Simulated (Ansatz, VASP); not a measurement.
One calculation of GaC3, two programs

The input INCAR:

```
  PREC = Accurate
  ENCUT = 520
  EDIFF = 1E-6
  ISMEAR = 0
  SIGMA = 0.1
  LREAL = F
  LASPH = T
  NELM = 100
  ALGO = Normal
  ISIF = 2
  LWAVE = F
  LCHARG = F
  GGA = CA
  NBANDS = 20
```

File KPOINTS:

```
regular mesh
0
Gamma
  7 7 7
```

File POSCAR:

```
GaC3
1.0
    3.2966725100      0.0000000000      0.0000000000
    0.0000000000      3.2966725100      0.0000000000
    0.0000000000      0.0000000000      3.2966725100
Ga C
1 3
Direct
    0.0000000000      0.0000000000      0.0000000000
    0.0000000000      0.5000000000      0.5000000000
    0.5000000000      0.0000000000      0.5000000000
    0.5000000000      0.5000000000      0.0000000000
```

Input for Ansatz:

```yaml
crystal:
  lattice:
    - [3.296672510034597, 0.0, 0.0]
    - [0.0, 3.296672510034597, 0.0]
    - [0.0, 0.0, 3.296672510034597]
  atoms:
    - { symbol: Ga, position: [0.0, 0.0, 0.0] }
    - { symbol: C, position: [0.0, 0.5, 0.5] }
    - { symbol: C, position: [0.5, 0.0, 0.5] }
    - { symbol: C, position: [0.5, 0.5, 0.0] }
basis:
  ecutwfc: 517.016338673772
kpoints:
  mp_grid:
    grid: [7, 7, 7]
hamiltonian:
  xc: lda
  pseudopotentials:
    kind: paw
scf:
  occupations:
    method: gaussian
    width: 0.1
output:
  stress: true
```

The cell comes from a database or a generator and needn't be the stable form of this composition.

Alike in both runs: task single point; functional LDA; k mesh 7 × 7 × 7; occupations gaussian, width 0.1 eV; no spin polarisation.

|  | VASP | Ansatz |
| --- | --- | --- |
| version | VASP 6.6.1 | Ansatz 0.2.0 |
| potentials or method | VASP PAW LDA potentials, release 64 (Ga_d, C) | plane waves, PAW |
| plane-wave cutoff (eV) | 520 | 517 |
| valence electrons in the cell | 25 | 25 |

```csv
,VASP,Ansatz,Ansatz less VASP
pressure (GPa),-4.4,-5.0,-0.64
```
